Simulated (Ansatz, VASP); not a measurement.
# LaB6: VASP beside Ansatz

Wanted: the spread between two codes on one cell, functional and k mesh.

Calculated with Ansatz 0.2.0; plane waves, with VASP 6.6.1 beside it; single point at PBEsol and relaxation of cell and atoms at PBEsol.

### 1. Set-up

The structure is cubic, space group Pm-3m (No. 221). Conventional cell: a = 4.157 Å, b = 4.157 Å, c = 4.157 Å, α = 90.00°, β = 90.00°, γ = 90.00°. Nearest to La lie 24 B at 3.05 Å. Nearest to B lie 6 B at 1.64 to 2.51 Å and 4 La at 3.05 Å. Farther neighbours are not listed.

### 2. VASP: single point, PBEsol

With cell and atoms fixed, the geometry can't cause a difference; cores, projectors, grids and the points listed under the comparison can.

Lines of VASP's logs that name or quote its potential files are left out, and so is its time.

File run.py:

```python
import numpy as np
from ase.calculators.vasp import Vasp
from ase.io import read
from ase.dft.bandgap import bandgap

atoms = read('LaB6.cif')

calc = Vasp(
    xc='pbesol',
    pp='PBE',
    prec='Accurate',
    encut=420,
    ediff=1e-06,
    nelm=100,
    ismear=-1,
    sigma=0.05,
    lreal=False,
    algo='Normal',
    nbands=21,
    lasph=True,
    lorbit=11,
    lwave=False,
    lcharg=False,
    kpar=8,
    isif=2,
    pp_version='64',
    setups={'La': '', 'B': ''},
    kpts=(7, 7, 7),
    gamma=True,
    txt='vasp.out',
)
atoms.calc = calc

print("energy (eV):", round(atoms.get_potential_energy(), 6))
print("Fermi level (eV):", round(calc.get_fermi_level(), 4))
print("forces (eV/A):")
print(np.round(atoms.get_forces(), 4))
print("stress (GPa, Voigt, tension positive):", np.round(atoms.get_stress() * 160.21766, 3))
gap, p1, p2 = bandgap(calc, direct=False)
print("gap on the mesh (eV):", round(gap, 4))
```

File LaB6.cif:

```cif
data_LaB6
_cell_length_a 4.15700000
_cell_length_b 4.15700000
_cell_length_c 4.15700000
_cell_angle_alpha 90.00000000
_cell_angle_beta 90.00000000
_cell_angle_gamma 90.00000000
_space_group_name_H-M_alt 'Pm-3m'
_space_group_name_Hall '-P 4 2 3'
_space_group_IT_number 221
loop_
_space_group_symop_operation_xyz
'x,y,z'
'-x,-y,-z'
'-y,x,z'
'y,-x,-z'
'-x,-y,z'
'x,y,-z'
'y,-x,z'
'-y,x,-z'
'x,-y,-z'
'-x,y,z'
'-y,-x,-z'
'y,x,z'
'-x,y,-z'
'x,-y,z'
'y,x,-z'
'-y,-x,z'
'z,x,y'
'-z,-x,-y'
'z,-y,x'
'-z,y,-x'
'z,-x,-y'
'-z,x,y'
'z,y,-x'
'-z,-y,x'
'-z,x,-y'
'z,-x,y'
'-z,-y,-x'
'z,y,x'
'-z,-x,y'
'z,x,-y'
'-z,y,x'
'z,-y,-x'
'y,z,x'
'-y,-z,-x'
'x,z,-y'
'-x,-z,y'
'-y,z,-x'
'y,-z,x'
'-x,z,y'
'x,-z,-y'
'-y,-z,x'
'y,z,-x'
'-x,-z,-y'
'x,z,y'
'y,-z,-x'
'-y,z,x'
'x,-z,y'
'-x,z,-y'
loop_
_atom_site_label
_atom_site_type_symbol
_atom_site_symmetry_multiplicity
_atom_site_Wyckoff_symbol
_atom_site_fract_x
_atom_site_fract_y
_atom_site_fract_z
_atom_site_occupancy
La1 La 1 a 0.0000000000 0.0000000000 0.0000000000 1
B1 B 6 f 0.1975000000 0.5000000000 0.5000000000 1
```

Potentials, in the order of the species: La and B (PBE family, release 64).

Started as:

```
$ export ASE_VASP_COMMAND="mpirun -np 8 vasp_std"
$ python run.py
```

Numbers of over 12 decimals in the logs are rounded to 6 here.

The program printed:

```text
energy (eV): -51.474822
Fermi level (eV): 8.4476
forces (eV/A):
[[ 0.      0.      0.    ]
 [ 0.5928  0.     -0.    ]
 [-0.5928 -0.      0.    ]
 [ 0.      0.5928 -0.    ]
 [ 0.     -0.5928  0.    ]
 [ 0.      0.      0.5928]
 [-0.     -0.     -0.5928]]
stress (GPa, Voigt, tension positive): [ 3.577  3.577  3.577  0.    -0.    -0.   ]
gap on the mesh (eV): 0.0
```

The INCAR that ASE wrote:

```
ENCUT = 420.000000
SIGMA = 0.050000
EDIFF = 1.00e-06
ALGO = Normal
GGA = PS
PREC = Accurate
ISIF = 2
ISMEAR = -1
KPAR = 8
LORBIT = 11
NBANDS = 21
NELM = 100
LASPH = .TRUE.
LCHARG = .FALSE.
LWAVE = .FALSE.
LREAL = .FALSE.
```

The KPOINTS that ASE wrote:

```
KPOINTS created by Atomic Simulation Environment
0
Gamma
7 7 7
0 0 0
```

Parts of OUTCAR (step 2):

```text
ion  position               nearest neighbor table
   1  0.000  0.000  0.000-
   2  0.197  0.500  0.500-   3 1.64   4 1.78   5 1.78   6 1.78   7 1.78
   3  0.803  0.500  0.500-   2 1.64   4 1.78   5 1.78   6 1.78   7 1.78
   4  0.500  0.197  0.500-   5 1.64   3 1.78   2 1.78   6 1.78   7 1.78
   5  0.500  0.803  0.500-   4 1.64   3 1.78   2 1.78   6 1.78   7 1.78
   6  0.500  0.500  0.197-   7 1.64   3 1.78   4 1.78   5 1.78   2 1.78
   7  0.500  0.500  0.803-   6 1.64   3 1.78   4 1.78   5 1.78   2 1.78

  LATTYP: Found a simple cubic cell.
 ALAT       =     4.1570000000

 Subroutine GETGRP returns: Found 48 space group operations
 (whereof 48 operations were pure point group operations)

The static configuration has the point symmetry O_h .

 Found     20 irreducible k-points:

   k-points           NKPTS =     20   k-points in BZ     NKDIM =     20   number of bands    NBANDS=     21

   dimension x,y,z NGX =    28 NGY =   28 NGZ =   28
   dimension x,y,z NGXF=    56 NGYF=   56 NGZF=   56

   ENCUT  =  420.0 eV  30.87 Ry    5.56 a.u.   6.95  6.95  6.95*2*pi/ulx,y,z

   NELECT =      29.0000    total number of electrons

 k-points in reciprocal lattice and weights: KPOINTS created by Atomic Simulation Env
   0.00000000  0.00000000  0.00000000       0.003
   0.14285714  0.00000000  0.00000000       0.017
   0.28571429  0.00000000  0.00000000       0.017
   0.42857143  0.00000000  0.00000000       0.017
   0.14285714  0.14285714  0.00000000       0.035
   0.28571429  0.14285714  0.00000000       0.070
   0.42857143  0.14285714  0.00000000       0.070
   0.28571429  0.28571429  0.00000000       0.035
   0.42857143  0.28571429  0.00000000       0.070
[...]
0.42857143  0.42857143  0.28571429       0.070
   0.42857143  0.42857143  0.42857143       0.023

 average (electrostatic) potential at core
       1 -95.7548       2 -24.1437       3 -24.1437       4 -24.1437       5 -24.1437
       6 -24.1437       7 -24.1437

 E-fermi :   8.4476

 k-point     1 :       0.0000    0.0000    0.0000
  band No.  band energies     occupation
    ...
     10       1.4583      2.00000
     11       1.4583      2.00000
     12       6.6918      2.00000
     13       6.6918      2.00000
     14       6.6918      2.00000
     15       8.6376      0.04378
     16       8.6376      0.04378
     17       8.6376      0.04378
     18       9.9098      0.00000
     19       9.9098      0.00000
    ...

 k-point     2 :       0.1429    0.0000    0.0000
  band No.  band energies     occupation
    ...
     11       2.6176      2.00000
     12       6.1483      2.00000
     13       6.1483      2.00000
     14       6.7594      2.00000
     15       7.7773      2.00000
     16       9.2534      0.00000
     17       9.2534      0.00000
     18      10.0000      0.00000
     19      10.3758      0.00000
     20      10.4143      0.00000
    ...

 k-point     3 :       0.2857    0.0000    0.0000
  band No.  band energies     occupation
    ...
     11       4.0643      2.00000
     12       5.4564      2.00000
     13       5.4564      2.00000
     14       6.6780      2.00000
     15       6.9249      2.00000
     16       9.8886      0.00000
     17       9.8886      0.00000
     18      10.0755      0.00000
     19      10.4956      0.00000
     20      10.5973      0.00000
    ...

  Total       -1.6038124     -1.6038124     -1.6038124      0.0000000      0.0000000      0.0000000
  in kB      -35.7704240    -35.7704240    -35.7704240      0.0000000      0.0000000      0.0000000
  external PRESSURE =     -35.7704240 kB  Pullay stress =       0.0000000 kB

  energy-cutoff  :      420.00
  volume of cell :       71.84
      direct lattice vectors                 reciprocal lattice vectors
     4.157000000  0.000000000  0.000000000     0.240558095  0.000000000  0.000000000
     0.000000000  4.157000000  0.000000000     0.000000000  0.240558095  0.000000000
     0.000000000  0.000000000  4.157000000     0.000000000  0.000000000  0.240558095

 POSITION                                       TOTAL-FORCE (eV/Angst)
 -----------------------------------------------------------------------------------
      0.00000      0.00000      0.00000         0.000000      0.000000      0.000000
      0.82101      2.07850      2.07850         0.592830      0.000000     -0.000000
      3.33599      2.07850      2.07850        -0.592830     -0.000000      0.000000
      2.07850      0.82101      2.07850         0.000000      0.592830     -0.000000
      2.07850      3.33599      2.07850         0.000000     -0.592830      0.000000
      2.07850      2.07850      0.82101         0.000000      0.000000      0.592830
      2.07850      2.07850      3.33599        -0.000000     -0.000000     -0.592830
 -----------------------------------------------------------------------------------
    total drift:                               -0.000000     -0.000000      0.000000

  FREE ENERGIE OF THE ION-ELECTRON SYSTEM (eV)
  ---------------------------------------------------
  free  energy   TOTEN  =       -51.4822320165 eV

  energy  without entropy=      -51.4674111751  energy(sigma->0) =      -51.47482160

 total charge
# of ion       s       p       d       f       tot
--------------------------------------------------
    1        2.006   5.640   0.638   0.226   8.510
    2        0.692   1.348   0.000   0.000   2.040
    3        0.692   1.348   0.000   0.000   2.040
    4        0.692   1.348   0.000   0.000   2.040
    5        0.692   1.348   0.000   0.000   2.040
    6        0.692   1.348   0.000   0.000   2.040
    7        0.692   1.348   0.000   0.000   2.040
--------------------------------------------------
tot          6.157  13.726   0.638   0.226  20.747

[... 3 further parts left out ...]
```

This run has no spin polarisation. Its electron count is odd, so without a moment it is a metal by construction. The PAW data sets were made with PBE, which is usual practice but a small mismatch for other functionals. At this level the cell is under a tension of 3.6 GPa, so at these settings it is away from equilibrium.

### 3. Ansatz: single point, PBEsol

Ansatz runs on its default PAW (the set named soft_2) files.

The same cell, functional, mesh and smearing now go to Ansatz, which takes its cutoff from its data sets.

File input.yaml:

```yaml
crystal:
  lattice:
    - [4.157, 0.0, 0.0]
    - [0.0, 4.157, 0.0]
    - [0.0, 0.0, 4.157]
  atoms:
    - { symbol: La, position: [0.0, 0.0, 0.0] }
    - { symbol: B, position: [0.1975, 0.5, 0.5] }
    - { symbol: B, position: [0.8025, 0.5, 0.5] }
    - { symbol: B, position: [0.5, 0.1975, 0.5] }
    - { symbol: B, position: [0.5, 0.8025, 0.5] }
    - { symbol: B, position: [0.5, 0.5, 0.1975] }
    - { symbol: B, position: [0.5, 0.5, 0.8025] }
hamiltonian:
  xc: pbesol
  pseudopotentials: { kind: paw }
kpoints:
  mp_grid: { grid: [7, 7, 7] }
scf:
  occupations: { method: fermi_dirac, width: 0.05 }
  n_extra_bands: 5
output:
  forces: true
  stress: true
  eigenvalues: true
```

Started as:

```
$ ansatz run input.yaml --threads 4 --pin off --max-ram 9216MiB --backend cpu --events-out ev --progress --plain --runs-dir out
```

The program printed:

```text
scf.n_extra_bands = 5 over 15 filled bands (N_el = 29.0): the run solves 20 bands
Engine: ansatz 0.2.0, aarch64-unknown-linux-gnu
Pseudopotentials: kind: paw
Pseudopotential: La, paw, valence charge 11, recommended cutoff 420 eV (normal), La.paw.azcp
Pseudopotential: B, paw, valence charge 3, recommended cutoff 420 eV (normal), B.paw.azcp
Functional definition: PBEsol
  exchange = pbesol_x
  correlation = pbesol_c
Crystal: 7 atoms, lattice volume = 71.836 Å³
Basis set: ecut = 420 eV, 1365 PW (Γ), exchange–correlation on 60×60×60 points (8 copies of the dense FFT grid, shifted against one another)
Bands: 20, of which v1, the nominal top of the filled ones, is band 15 counted from 1 (14 counted from 0)
Symmetry: 48 space group operations
Space group: Pm-3m (ITA 221), of the structure as read, at distance tolerance 4.2e-5 Å
k-points: 20 of 343
Non-local potential: La, projectors of the file, l = 0: 3, l = 1: 2, l = 2: 2, l = 3: 3
Non-local potential: B, projectors of the file, l = 0: 2, l = 1: 2, l = 2: 1
PAW form: soft (Blöchl's): semilocal exchange-correlation on the pseudo side does not see the compensation charge
PAW frozen core: La, regenerated for the run's functional, and the local potential with it (the file was generated under x = pbe(κ = 0.804, μ = 0.219515), c = pbe(β = 0.066725))
PAW frozen core: B, regenerated for the run's functional, and the local potential with it (the file was generated under x = pbe(κ = 0.804, μ = 0.219515), c = pbe(β = 0.066725))
PAW one-centre angular grid: La, 590 points (default); XC on 64 Gauss nodes
PAW one-centre angular grid: B, 110 points (default); XC on 64 Gauss nodes
Initial density: superposition of atomic densities (neutral atoms: chi_scale 0, normalization atom), corrected by the library's trained network
Initial wavefunctions: pseudopotential atomic-orbital guess
Functional: x = pbesol(κ = 0.804, μ = 0.123457), c = pbesol(β = 0.046)
SCF iter   1: F=—  HF=-7081.195114 eV  |F-HF|=—  |Δ(HF+E_count)|=         —  Δρ=4.32e-3  dr2=2.20e-2  ethr=1.77e-3  ⟨swp⟩=4.8  Hψ=1893  notcnv=0
preconditioner: auto → Kerker (q_TF=auto, 2.345 Å⁻¹)  [metal: Δε(μ)=0.090 eV  Ē_g=10.372 eV  σ=0.050 eV  W_gap=0.36  n_scr=18 (ndim 8)  ℏωp=22.8 eV  f_vac=0.000  D(μ)=1.96/eV (n_scr^D=18)]
SCF iter   2: F=—  HF=-7081.189991 eV  |F-HF|=—  |Δ(HF+E_count)|=   5.12e-3  Δρ=2.50e-3  dr2=7.94e-3  ethr=7.57e-5  ⟨swp⟩=2.9  Hψ=780  notcnv=0  defer=5
SCF iter   3: F=—  HF=-7081.187480 eV  |F-HF|=—  |Δ(HF+E_count)|=   2.51e-3  Δρ=3.73e-4  dr2=1.16e-4  ethr=2.74e-5  ⟨swp⟩=2.1  Hψ=709  notcnv=0  defer=5
SCF iter   4: F=—  HF=-7081.187479 eV  |F-HF|=—  |Δ(HF+E_count)|=   8.79e-7  Δρ=9.73e-5  dr2=6.44e-6  ethr=3.99e-7  ⟨swp⟩=2.6  Hψ=646  notcnv=0  defer=5
SCF iter   5: F=—  HF=-7081.187514 eV  |F-HF|=—  |Δ(HF+E_count)|=   3.49e-5  Δρ=2.57e-5  dr2=4.10e-7  ethr=2.22e-8  ⟨swp⟩=2.5  Hψ=656  notcnv=0  defer=5
SCF iter   6: F=-7081.187514 eV  HF=-7081.187514 eV  |F-HF|=4.13e-9  |Δ(HF+E_count)|=   7.12e-8  Δρ=6.21e-6  dr2=2.21e-8  ethr=3.45e-10  ⟨swp⟩=6.9  Hψ=1879  notcnv=0
SCF 1 converged in 6 iterations: F = -7081.187514 eV  dr2 = 2.21e-8
  greatest PAW one-centre occupation: 0.970 electrons in one spin orbital (limit 2), on the La atom at site 0 (counted from 0), in its partial waves of l = 0
SCF converged after 6 iterations
Free energy (F): -7081.187514 eV
Harris-Foulkes:  -7081.187514 eV  (|F-HF|=4.13e-9)
Internal energy: -7081.172889 eV  (E = F + TS)
E sigma→0 (E₀):  -7081.180202 eV
Entropy (-TS):   -0.014625 eV (-2.089 meV/atom)
Fermi energy:    11.981194 eV
--- Per-component energies (eV) ---
  E_band       = 46.308372
  E_kinetic    = 490.425532
  E_local      = -384.132456  (includes V_loc(G=0)·N_el)
  E_nonlocal   = 167.763698
  E_hartree    = 117.238352
  E_xc         = -332.673632
  E_vxc        = -378.972910  (∫ρ·V_xc dr)
  E_paw        = -5783.313261  (= ΣΔE_a)
  E_vpaw       = -83.252343  (= ΣTr[D̂ρ^β])
  E_aug_tail   = -0.000018  (compensation charges beyond the density's cutoff)
  E_ewald      = -1356.738879
  E_core_change = 0.257775  (= ΣΔE_core)
  E_smearing   = -0.014625  (= −TS)
  E_closure    = -0.000000  (closes the sum)
  Σ components = -7081.187514   (vs F -7081.187514, Δ=0.00e0)
--- Forces (eV/Å), atoms counted from 1 ---
  atom   1  La    -0.00000000     0.00000000    -0.00000000
  atom   2  B      0.61478653     0.00000000     0.00000000
  atom   3  B     -0.61478653    -0.00000000     0.00000000
  atom   4  B     -0.00000000     0.61478653    -0.00000000
  atom   5  B      0.00000000    -0.61478653     0.00000000
  atom   6  B      0.00000000    -0.00000000     0.61478653
  atom   7  B      0.00000000     0.00000000    -0.61478653
  max |Σ_I F_I| component: 3.31e-16 eV/Å
--- Stress (GPa, compression-positive) ---
       -3.740277      -0.000000       0.000000
        0.000000      -3.740277       0.000000
        0.000000       0.000000      -3.740277
  P = ⅓ Tr σ = -3.7403 GPa (-37.403 kbar)
--- Band table (eV; the first three rows and the last of 20) ---
  k-point 0: bands = [... 11 lower, 10.2396, 10.2396, 10.2396, 12.1511, 12.1511, 12.1511, 13.4616, 13.4616, ... 1 higher]
  k-point 1: bands = [... 11 lower, 9.6951, 9.6951, 10.3061, 11.3157, 12.7551, 12.7551, 13.5202, 13.8484, ... 1 higher]
  k-point 2: bands = [... 11 lower, 9.0036, 9.0036, 10.2255, 10.4682, 13.3765, 13.3765, 13.5432, 13.9433, ... 1 higher]
  k-point 19: bands = [... 11 lower, 9.3853, 9.4835, 9.4835, 13.6171, 13.6850, 13.7174, 13.7174, 13.7706, ... 1 higher]
```

It took 0.63 s on 4 threads of Arm Neoverse V2, shared host; peak memory 0.37 GiB.

The run ends at a pressure of -3.74 GPa, with forces up to 0.61 eV/Å.

### 4. Differences

Known differences besides the potentials themselves: Ansatz makes its cores anew for this functional, VASP keeps those of its PBE data sets. Total energies have different zeros and are not compared.

The two programs side by side:

```csv
quantity,Ansatz,VASP,difference
pressure (GPa),-3.74,-3.58,-0.16
pressure without Ansatz's Pulay correction (GPa),-3.97,-3.58,-0.39
```

Forces (eV/Å; atoms numbered as in POSCAR):

```csv
atom,"Ansatz x, y, z","VASP x, y, z"
La1,"0.000, 0.000, 0.000","0.000, 0.000, 0.000"
B2,"0.615, 0.000, 0.000","0.593, 0.000, 0.000"
B3,"-0.615, 0.000, 0.000","-0.593, 0.000, 0.000"
B4,"0.000, 0.615, 0.000","0.000, 0.593, 0.000"
B5,"0.000, -0.615, 0.000","0.000, -0.593, 0.000"
B6,"0.000, 0.000, 0.615","0.000, 0.000, 0.593"
B7,"0.000, 0.000, -0.615","0.000, 0.000, -0.593"
```

The forces differ by 12 meV/Å r.m.s., which is 3.7 % of the r.m.s. force of 0.32 eV/Å (both taken over all components). Ansatz's pressure holds a Pulay correction of 0.23 GPa; VASP's holds none.

(Part 1 of 2 ends here.)

[Lines on the potential files, build, host, timing and source positions are cut from VASP's logs without a mark.]

[Logs are printed without paths, hosts, clocks, repeated set-up lines and the standing remarks that a program may print on its own settings, such as how far it seeks lower states.]

[Hosts, paths, dates, database ids (printed as entryN), source tags and the programs' standing remarks are cut or masked in the printed files.]
